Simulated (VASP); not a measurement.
# How U changes MnFe3, part 2 of 3

Aim: follow the moments and the gap of MnFe3 as U grows. The start is a computed cell from the Materials Project.

VASP 6.6.1, plane waves and PAW; the level of theory is named at each step.

Still holding for the runs below: The magnetic state follows from one typed start and may not be the lowest. The k-mesh is coarse for a metal. A U on the itinerant d states of such a compound is hard to justify; it moves the bands at the Fermi level and favours large moments.

So far. Step 3 (Series over U, start order AFM, U 0): Energy at zero smearing: -56.09880 eV. Step 4 (Series over U, start order fm, U 1): Energy at zero smearing: -52.79010 eV.

## 5. Series over U, start order AFM, U 1

This step: r2SCAN, DFT+U (Fe d 1 eV, Mn d 1 eV), spin-polarised from a ferrimagnetic start; plane waves and PAW (Fe, Mn) (VASP 6.6.1).

INCAR

```
SYSTEM = MnFe3
PREC = Accurate
ENCUT = 350
EDIFF = 1E-06
NELM = 150
ISMEAR = 0
SIGMA = 0.05
LREAL = .FALSE.
ALGO = Normal
METAGGA = R2SCAN
LASPH = .TRUE.
NBANDS = 29
ISPIN = 2
MAGMOM = 3 -3 3 -4
LDAU = .TRUE.
LDAUTYPE = 2
LDAUL = 2 2
LDAUU = 1 1
LDAUJ = 0 0
LDAUPRINT = 1
LMAXMIX = 4
LORBIT = 11
LWAVE = .FALSE.
LCHARG = .FALSE.
KPAR = 2
AMIX = 0.2
BMIX = 1E-04
AMIX_MAG = 0.8
BMIX_MAG = 1E-04
NEDOS = 1200
```

POSCAR

```
MnFe3
1.0
    2.4702761989      0.0000000000      0.0000000000
   -1.2351380994      2.1393219426      0.0000000000
    0.0000000000      0.0000000000      7.8265410000
Fe Mn
3 1
Direct
    0.3333333333      0.6666666667      0.7494800000
    0.3333333333      0.6666666667      0.2505200000
    0.6666666667      0.3333333333      0.5000000000
    0.6666666667      0.3333333333      0.0000000000
```

KPOINTS

```
Automatic mesh
0
Gamma
8 8 3
0 0 0
```

PAW data sets: Fe and Mn (PBE family, release 64).

Run with:

```sh
$ mpirun -np 2 vasp_std
```

The log of the run:

```text
[... set-up lines as in an earlier step ...]
 entering main loop
       N       E                     dE             d eps       ncg     rms          rms(c)
DAV:   1     0.182984062874E+03    0.18298E+03   -0.10095E+04  2900   0.111E+03
DAV:   2    -0.451615003698E+02   -0.22815E+03   -0.20913E+03  2900   0.279E+02
DAV:   3    -0.578603406605E+02   -0.12699E+02   -0.11683E+02  3220   0.939E+01
DAV:   4    -0.580358740579E+02   -0.17553E+00   -0.17530E+00  3284   0.121E+01
[...]
DAV:  48    -0.525282437344E+02    0.67708E-03   -0.24798E-04  5213   0.175E-01    0.566E-01
DAV:  49    -0.525280202949E+02    0.22344E-03   -0.41000E-05  4648   0.632E-02    0.594E-01
DAV:  50    -0.525280197423E+02    0.55259E-06   -0.14361E-06  2400   0.130E-02
   1 F= -.52528020E+02 E0= -.52525688E+02  d E =-.466391E-02  mag=     0.7780
```

Run time: 2.4 min. Hardware: 2 MPI ranks of Intel Xeon Platinum 8488C (Sapphire Rapids), shared host; peak memory 0.32 GiB.

OUTCAR, selected parts (step 5):

```text
  Total        5.2630612      5.2630612     13.9332337      0.0000000      0.0000000     -0.0000000
  in kB      203.8719500    203.8719500    539.7230653      0.0000000      0.0000000     -0.0000000
  external PRESSURE =     315.8223218 kB  Pullay stress =       0.0000000 kB

 POSITION                                       TOTAL-FORCE (eV/Angst)
 -----------------------------------------------------------------------------------
     -0.00000      1.42621      5.86584         0.000000     -0.000000      1.007752
     -0.00000      1.42621      1.96071        -0.000000      0.000000      0.334613
      1.23514      0.71311      3.91327        -0.000000      0.000000     -0.515919
      1.23514      0.71311      0.00000        -0.000000      0.000000     -0.826446
 -----------------------------------------------------------------------------------
    total drift:                               -0.000009      0.000005      0.000486

  FREE ENERGIE OF THE ION-ELECTRON SYSTEM (eV)
  ---------------------------------------------------
  free  energy   TOTEN  =       -52.5280197423 eV

  energy  without entropy=      -52.5233558276  energy(sigma->0) =      -52.52568778

 magnetization (x)
# of ion       s       p       d       tot
------------------------------------------
    1        0.009  -0.055   2.597   2.552
    2       -0.005   0.028  -2.401  -2.378
    3        0.006  -0.045   2.591   2.552
    4       -0.015  -0.004  -1.963  -1.982
--------------------------------------------------
tot         -0.005  -0.075   0.824   0.744

[... 2 parts as in an earlier step ...]

[... 1 further part left out ...]
[key lines of the parts left out:]
E-fermi :   7.3693
```

EDIFF was met while the residual of the charge density, rms(c), still stood at 0.06, so the density had not settled and the numbers of this run are doubtful.

Energy at zero smearing: -52.52569 eV.

## 6. Series over U, start order fm, U 4

This step: r2SCAN, DFT+U (Fe d 4 eV, Mn d 4 eV), spin-polarised from a ferromagnetic start; plane waves and PAW (Fe, Mn) (VASP 6.6.1).

Changes to INCAR since step 5:

```diff
@@ -13,8 +13,8 @@
 ISPIN = 2
-MAGMOM = 3 -3 3 -4
+MAGMOM = 3 3 3 4
 LDAU = .TRUE.
-LDAUTYPE = 2
+LDAUTYPE = 1
 LDAUL = 2 2
-LDAUU = 1 1
-LDAUJ = 0 0
+LDAUU = 4 4
+LDAUJ = 0.5 0.5
 LDAUPRINT = 1
```

POSCAR is that of step 5.

KPOINTS is that of step 5.

Run with:

```sh
$ mpirun -np 2 vasp_std
```

The log of the run:

```text
[... set-up lines as in an earlier step ...]
 entering main loop
       N       E                     dE             d eps       ncg     rms          rms(c)
DAV:   1     0.191452409891E+03    0.19145E+03   -0.10666E+04  2320   0.115E+03
DAV:   2    -0.344322528746E+02   -0.22588E+03   -0.21175E+03  2320   0.272E+02
DAV:   3    -0.476745589841E+02   -0.13242E+02   -0.12833E+02  2540   0.934E+01
DAV:   4    -0.478520713312E+02   -0.17751E+00   -0.17736E+00  2676   0.121E+01
[...]
DAV:  23    -0.463895565851E+02   -0.14005E-04   -0.13723E-06  1574   0.150E-02    0.352E-03
DAV:  24    -0.463895602885E+02   -0.37033E-05   -0.39146E-07  1280   0.919E-03    0.201E-03
DAV:  25    -0.463895593278E+02    0.96067E-06   -0.10489E-07  1275   0.469E-03
   1 F= -.46389559E+02 E0= -.46388296E+02  d E =-.252719E-02  mag=    12.0970
```

It took 58 s on 2 MPI ranks; peak memory 0.31 GiB; 1.9 min of CPU time.

From OUTCAR (step 6):

```text
  Total       14.0657129     14.0657129     22.6320385      0.0000000      0.0000000      0.0000000
  in kB      544.8548306    544.8548306    876.6832936      0.0000000      0.0000000      0.0000000
  external PRESSURE =     655.4643183 kB  Pullay stress =       0.0000000 kB

 POSITION                                       TOTAL-FORCE (eV/Angst)
 -----------------------------------------------------------------------------------
     -0.00000      1.42621      5.86584        -0.000000      0.000000      0.059251
     -0.00000      1.42621      1.96071        -0.000000      0.000000     -0.059251
      1.23514      0.71311      3.91327        -0.000000      0.000000      0.000000
      1.23514      0.71311      0.00000         0.000000     -0.000000      0.000000
 -----------------------------------------------------------------------------------
    total drift:                                0.000012     -0.000007     -0.000000

  FREE ENERGIE OF THE ION-ELECTRON SYSTEM (eV)
  ---------------------------------------------------
  free  energy   TOTEN  =       -46.3895593278 eV

  energy  without entropy=      -46.3870321363  energy(sigma->0) =      -46.38829573

 magnetization (x)
# of ion       s       p       d       tot
------------------------------------------
    1       -0.022  -0.116   2.993   2.854
    2       -0.022  -0.116   2.993   2.854
    3       -0.018  -0.113   2.975   2.844
    4       -0.004  -0.049   3.822   3.769
--------------------------------------------------
tot         -0.066  -0.395  12.782  12.321

[... 2 parts as in an earlier step ...]

[... 1 further part left out ...]
[key lines of the parts left out:]
E-fermi :   7.8699
```

Energy at zero smearing: -46.38830 eV.

The run ends at a pressure of 65.55 GPa, with forces up to 0.059 eV/Å.

## 7. Series over U, start order AFM, U 4

This step: r2SCAN, DFT+U (Fe d 4 eV, Mn d 4 eV), spin-polarised from a ferrimagnetic start; plane waves and PAW (Fe, Mn) (VASP 6.6.1).

Changes to INCAR since step 6:

```diff
@@ -13,3 +13,3 @@
 ISPIN = 2
-MAGMOM = 3 3 3 4
+MAGMOM = 3 -3 3 -4
 LDAU = .TRUE.
```

POSCAR is that of step 6.

KPOINTS is that of step 6.

Run with:

```sh
$ mpirun -np 2 vasp_std
```

The log of the run:

```text
[... set-up lines as in an earlier step ...]
 entering main loop
       N       E                     dE             d eps       ncg     rms          rms(c)
DAV:   1     0.191772167389E+03    0.19177E+03   -0.10148E+04  2900   0.112E+03
DAV:   2    -0.349086902133E+02   -0.22668E+03   -0.20870E+03  2900   0.278E+02
DAV:   3    -0.494790338118E+02   -0.14570E+02   -0.13673E+02  3225   0.101E+02
DAV:   4    -0.496699040298E+02   -0.19087E+00   -0.19068E+00  3274   0.125E+01
[...]
DAV:  28    -0.458108213015E+02    0.67330E-05   -0.57076E-06  2921   0.190E-02    0.289E-03
DAV:  29    -0.458108176802E+02    0.36213E-05   -0.18540E-06  2155   0.119E-02    0.184E-03
DAV:  30    -0.458108183178E+02   -0.63762E-06   -0.56208E-07  1613   0.708E-03
   1 F= -.45810818E+02 E0= -.45809281E+02  d E =-.307527E-02  mag=    -1.3387
```

Run time: 81 s. Hardware: 2 MPI ranks; peak memory 0.31 GiB; 2.7 min of CPU time.

Parts of OUTCAR (step 7):

```text
  Total       16.0303479     16.0303479     21.1283682      0.0000000      0.0000000     -0.0000000
  in kB      620.9576854    620.9576854    818.4365462      0.0000000      0.0000000     -0.0000000
  external PRESSURE =     686.7839723 kB  Pullay stress =       0.0000000 kB

 POSITION                                       TOTAL-FORCE (eV/Angst)
 -----------------------------------------------------------------------------------
     -0.00000      1.42621      5.86584         0.000000     -0.000000      0.145191
     -0.00000      1.42621      1.96071        -0.000000      0.000000      0.217120
      1.23514      0.71311      3.91327        -0.000000      0.000000     -0.282310
      1.23514      0.71311      0.00000         0.000000      0.000000     -0.080002
 -----------------------------------------------------------------------------------
    total drift:                               -0.000005      0.000003     -0.001862

  FREE ENERGIE OF THE ION-ELECTRON SYSTEM (eV)
  ---------------------------------------------------
  free  energy   TOTEN  =       -45.8108183178 eV

  energy  without entropy=      -45.8077430477  energy(sigma->0) =      -45.80928068

 magnetization (x)
# of ion       s       p       d       tot
------------------------------------------
    1        0.016  -0.031   2.803   2.787
    2       -0.010   0.034  -3.001  -2.977
    3        0.011  -0.032   2.903   2.882
    4       -0.023  -0.034  -3.901  -3.958
--------------------------------------------------
tot         -0.006  -0.063  -1.196  -1.266

[... 2 parts as in an earlier step ...]

[... 1 further part left out ...]
[key lines of the parts left out:]
E-fermi :   7.9521
```

Spin moment in the PAW sphere by atom:

```
atom  spin moment in the PAW sphere (μB)
 Fe1                                2.79
 Fe2                               -2.98
 Fe3                                2.88
 Mn4                               -3.96
```

Energy at zero smearing: -45.80928 eV.

The run ends at a pressure of 68.68 GPa, with forces up to 0.28 eV/Å.

## 8. Series over U, start order fm, U 6

This step: r2SCAN, DFT+U (Fe d 6 eV, Mn d 6 eV), spin-polarised from a ferromagnetic start; plane waves and PAW (Fe, Mn) (VASP 6.6.1).

Changes to INCAR since step 7:

```diff
@@ -13,8 +13,8 @@
 ISPIN = 2
-MAGMOM = 3 -3 3 -4
+MAGMOM = 3 3 3 4
 LDAU = .TRUE.
-LDAUTYPE = 1
+LDAUTYPE = 2
 LDAUL = 2 2
-LDAUU = 4 4
-LDAUJ = 0.5 0.5
+LDAUU = 6 6
+LDAUJ = 0 0
 LDAUPRINT = 1
```

POSCAR is that of step 7.

KPOINTS is that of step 7.

Run with:

```sh
$ mpirun -np 2 vasp_std
```

The log of the run:

```text
[... set-up lines as in an earlier step ...]
 entering main loop
       N       E                     dE             d eps       ncg     rms          rms(c)
DAV:   1     0.198377978347E+03    0.19838E+03   -0.10738E+04  2320   0.115E+03
DAV:   2    -0.261750196964E+02   -0.22455E+03   -0.21070E+03  2320   0.269E+02
DAV:   3    -0.408136612410E+02   -0.14639E+02   -0.14321E+02  2540   0.973E+01
DAV:   4    -0.410059154771E+02   -0.19225E+00   -0.19212E+00  2680   0.123E+01
[...]
DAV:  23    -0.411117436012E+02   -0.20067E-04   -0.13618E-05  3005   0.545E-02    0.783E-03
DAV:  24    -0.411117514848E+02   -0.78836E-05   -0.54681E-06  2446   0.284E-02    0.401E-03
DAV:  25    -0.411117515837E+02   -0.98937E-07   -0.32117E-06  1948   0.138E-02
   1 F= -.41111752E+02 E0= -.41110741E+02  d E =-.202088E-02  mag=    13.3437
```

Run time: 54 s. Hardware: 2 MPI ranks; peak memory 0.3 GiB.

From OUTCAR (step 8):

```text
  Total       19.7114232     19.7114232     25.0827303      0.0000000      0.0000000      0.0000000
  in kB      763.5492260    763.5492260    971.6142280      0.0000000      0.0000000      0.0000000
  external PRESSURE =     832.9042267 kB  Pullay stress =       0.0000000 kB

 POSITION                                       TOTAL-FORCE (eV/Angst)
 -----------------------------------------------------------------------------------
     -0.00000      1.42621      5.86584        -0.000000      0.000000     -0.361548
     -0.00000      1.42621      1.96071         0.000000      0.000000      0.361548
      1.23514      0.71311      3.91327        -0.000000     -0.000000      0.000000
      1.23514      0.71311      0.00000         0.000000     -0.000000      0.000000
 -----------------------------------------------------------------------------------
    total drift:                                0.000002     -0.000001     -0.000000

  FREE ENERGIE OF THE ION-ELECTRON SYSTEM (eV)
  ---------------------------------------------------
  free  energy   TOTEN  =       -41.1117515837 eV

  energy  without entropy=      -41.1097307066  energy(sigma->0) =      -41.11074115

 magnetization (x)
# of ion       s       p       d       tot
------------------------------------------
    1       -0.011  -0.093   3.245   3.141
    2       -0.011  -0.093   3.245   3.141
    3       -0.003  -0.070   3.285   3.212
    4        0.005  -0.010   4.167   4.162
--------------------------------------------------
tot         -0.020  -0.266  13.942  13.655

[... 2 parts as in an earlier step ...]

[... 1 further part left out ...]
[key lines of the parts left out:]
E-fermi :   8.1076
```

Spin moment in the PAW sphere by atom:

```
atom  spin moment in the PAW sphere (μB)
 Fe1                                3.14
 Fe2                                3.14
 Fe3                                3.21
 Mn4                                4.16
```

Energy at zero smearing: -41.11074 eV.

The run ends at a pressure of 83.29 GPa, with forces up to 0.36 eV/Å.

## 9. Series over U, start order AFM, U 6

This step: r2SCAN, DFT+U (Fe d 6 eV, Mn d 6 eV), spin-polarised from a ferrimagnetic start; plane waves and PAW (Fe, Mn) (VASP 6.6.1).

Changes to INCAR since step 8:

```diff
@@ -13,3 +13,3 @@
 ISPIN = 2
-MAGMOM = 3 3 3 4
+MAGMOM = 3 -3 3 -4
 LDAU = .TRUE.
```

POSCAR is that of step 8.

KPOINTS is that of step 8.

Run with:

```sh
$ mpirun -np 2 vasp_std
```

The log of the run:

```text
[... set-up lines as in an earlier step ...]
 entering main loop
       N       E                     dE             d eps       ncg     rms          rms(c)
DAV:   1     0.199415992524E+03    0.19942E+03   -0.10208E+04  2900   0.112E+03
DAV:   2    -0.255906355442E+02   -0.22501E+03   -0.20804E+03  2900   0.277E+02
DAV:   3    -0.422593908218E+02   -0.16669E+02   -0.15923E+02  3235   0.108E+02
DAV:   4    -0.424737574898E+02   -0.21437E+00   -0.21419E+00  3248   0.130E+01
[...]
DAV:  32    -0.405080925809E+02    0.22753E-05   -0.32912E-07  1573   0.692E-03    0.146E-03
DAV:  33    -0.405080936072E+02   -0.10263E-05   -0.13710E-07  1495   0.459E-03    0.131E-03
DAV:  34    -0.405080936501E+02   -0.42870E-07   -0.91942E-08  1520   0.398E-03
   1 F= -.40508094E+02 E0= -.40505969E+02  d E =-.424942E-02  mag=    -1.2127
```

The job ended after 89 s (2 MPI ranks; peak memory 0.31 GiB; 2.9 min of CPU time).

Parts of OUTCAR (step 9):

```text
  Total       20.3368586     20.3368586     25.1012801      0.0000000      0.0000000      0.0000000
  in kB      787.7763290    787.7763290    972.3327818      0.0000000      0.0000000      0.0000000
  external PRESSURE =     849.2951466 kB  Pullay stress =       0.0000000 kB

 POSITION                                       TOTAL-FORCE (eV/Angst)
 -----------------------------------------------------------------------------------
     -0.00000      1.42621      5.86584        -0.000000      0.000000     -0.332443
     -0.00000      1.42621      1.96071         0.000000     -0.000000      0.263202
      1.23514      0.71311      3.91327         0.000000     -0.000000     -0.101587
      1.23514      0.71311      0.00000        -0.000000      0.000000      0.170829
 -----------------------------------------------------------------------------------
    total drift:                               -0.000008      0.000004     -0.001543

  FREE ENERGIE OF THE ION-ELECTRON SYSTEM (eV)
  ---------------------------------------------------
  free  energy   TOTEN  =       -40.5080936501 eV

  energy  without entropy=      -40.5038442342  energy(sigma->0) =      -40.50596894

 magnetization (x)
# of ion       s       p       d       tot
------------------------------------------
    1        0.018  -0.022   3.081   3.077
    2       -0.012   0.030  -3.181  -3.162
    3        0.017  -0.008   3.217   3.226
    4       -0.026  -0.053  -4.205  -4.283
--------------------------------------------------
tot         -0.003  -0.052  -1.087  -1.142

[... 2 parts as in an earlier step ...]

[... 1 further part left out ...]
[key lines of the parts left out:]
E-fermi :   8.4586
```

Energy at zero smearing: -40.50597 eV.

The run ends at a pressure of 84.93 GPa, with forces up to 0.33 eV/Å.

## 10. Series over U, start order fm, U 8

This step: r2SCAN, DFT+U (Fe d 8 eV, Mn d 8 eV), spin-polarised from a ferromagnetic start; plane waves and PAW (Fe, Mn) (VASP 6.6.1).

Changes to INCAR since step 9:

```diff
@@ -13,3 +13,3 @@
 ISPIN = 2
-MAGMOM = 3 -3 3 -4
+MAGMOM = 3 3 3 4
 LDAU = .TRUE.
@@ -17,3 +17,3 @@
 LDAUL = 2 2
-LDAUU = 6 6
+LDAUU = 8 8
 LDAUJ = 0 0
```

POSCAR is that of step 9.

KPOINTS is that of step 9.

Run with:

```sh
$ mpirun -np 2 vasp_std
```

The log of the run:

```text
[... set-up lines as in an earlier step ...]
 entering main loop
       N       E                     dE             d eps       ncg     rms          rms(c)
DAV:   1     0.202843717376E+03    0.20284E+03   -0.10798E+04  2320   0.116E+03
DAV:   2    -0.198991098944E+02   -0.22274E+03   -0.20903E+03  2320   0.267E+02
DAV:   3    -0.358279434522E+02   -0.15929E+02   -0.15624E+02  2545   0.100E+02
DAV:   4    -0.360405278983E+02   -0.21258E+00   -0.21246E+00  2667   0.127E+01
[...]
DAV:  28    -0.378442225238E+02    0.49412E-05   -0.93075E-07  1567   0.990E-03    0.159E-03
DAV:  29    -0.378442211363E+02    0.13875E-05   -0.15159E-07  1250   0.400E-03    0.120E-03
DAV:  30    -0.378442207450E+02    0.39127E-06   -0.65081E-08  1210   0.333E-03
   1 F= -.37844221E+02 E0= -.37843748E+02  d E =-.945644E-03  mag=    13.6200
```

Wall time 68 s (2 MPI ranks); peak memory 0.3 GiB.

(Continued in part 3 of 3.)

[Lines on the potential files, build, host, timing and source positions are cut from VASP's logs without a mark.]

[Logs are printed without paths, hosts, clocks, repeated set-up lines and the standing remarks that a program may print on its own settings, such as how far it seeks lower states.]

[Hosts, paths, dates, database ids (printed as entryN), source tags and the programs' standing remarks are cut or masked in the printed files.]

[In band tables of VASP the shares of atoms and orbitals are scaled to a sum of 1 inside the atoms' spheres.]

[Runs that stopped without an error message from VASP are left out.]
